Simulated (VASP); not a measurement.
Energy against volume of Sr (fcc). Calculation: LDA (Ceperley-Alder, Perdew-Zunger), VASP's LDA PAW potentials (set 64) (plane waves; VASP). Settings: 520 eV cut-off, 8×8×8 Γ-centred mesh, Gaussian smearing of 0.050 eV, potentials Sr_sv.

```tsv
V (Å³/atom)	E (eV/atom)
45.502	-1.89571
46.955	-1.90239
48.407	-1.90446
49.859	-1.90252
```

### Question
Fit these four points and predict the energy of the run at 51.311 Å³/atom.

### Answer
A cubic in V^(−2/3), the third-order Birch-Murnaghan form, passes through the four points with V0 = 48.40 Å³/atom and B0 = 15 GPa, and gives -1.8971 eV/atom there. The run gave -1.8971 eV/atom, -0.1 meV/atom from the fit; all five points give B0 = 15 GPa.

The compound is Sr in the fcc structure. It was relaxed first, which changed the volume by -14 %.
